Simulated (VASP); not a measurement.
HfN: stress against strain

HfN (rock salt, Fm-3m, 11.107 Å³/atom and stress up to 0.10 GPa in the relaxed cell, cube axes along x, y and z) under an equal strain ε along x and y, with z held. LDA in VASP (plane waves, PAW), 600 eV, 18×18×18 Γ-centred mesh, Methfessel-Paxton smearing 0.10 eV; ions are relaxed, or left where forces stay under 0.02 eV/Å, within the symmetry of each cell. Stress is positive for a compressed cell.

Here s stands for strain and y for stress xx.

| strain (%) | stress xx (GPa) |
|---|---|
| -1.50 | 13.19 |
| -1.00 | 8.49 |
| -0.50 | 4.06 |
| 0.00 | -0.10 |
| 0.50 | -3.97 |
| 1.00 | -7.58 |
| 1.50 | -10.93 |
| 3.00 | ? |

Fit y of the 7 rows that show it with a straight line. Means: s 0, y 0.451. About the means, the sum of products is -56.265 and the sum of squares of s is 7.0000; the slope is their ratio. Least squares gives y = 0.451 - 8.0379·s. Residuals (row less fit): 0.682, 0.001, -0.410, -0.551, -0.402, 0.007, 0.676; standard error 0.558 (degrees of freedom: 5). The slope gives the elastic constants C11 + C12 = about 800 GPa.

Predict the withheld y at s = 3.00 from the fit, and compare with the calculation.

y = 0.451 - 8.0379 × 3.0 = -23.663 GPa. The calculation gives -19.85 GPa, 3.813 GPa above the prediction (11.5 % of the range of y in the table). The row lies outside the fitted rows, so this is an extrapolation. From the scatter of the fitted rows alone, a prediction at this place has a standard error of 0.869 GPa, so the miss is 4.4 times that.

A polynomial of degree 2 through the 12 other runs of the series gives -19.45 there, so most of the miss is curvature that the fit leaves out. In a metal these values are sensitive to mesh and smearing; energies are taken to zero smearing, stresses follow the free energy. For HfN: the electron count is odd and the run is not spin-polarised, which forces a metal. Rows are the converged runs of the series near zero and its far end; series whose fitted rows scatter by over a few per cent of the range, as at a crossing or softening among them, aren't shown in this form, nor equations of state whose B0' disagrees with the runs' pressures. Most that stay on the fit to the last digits aren't either.
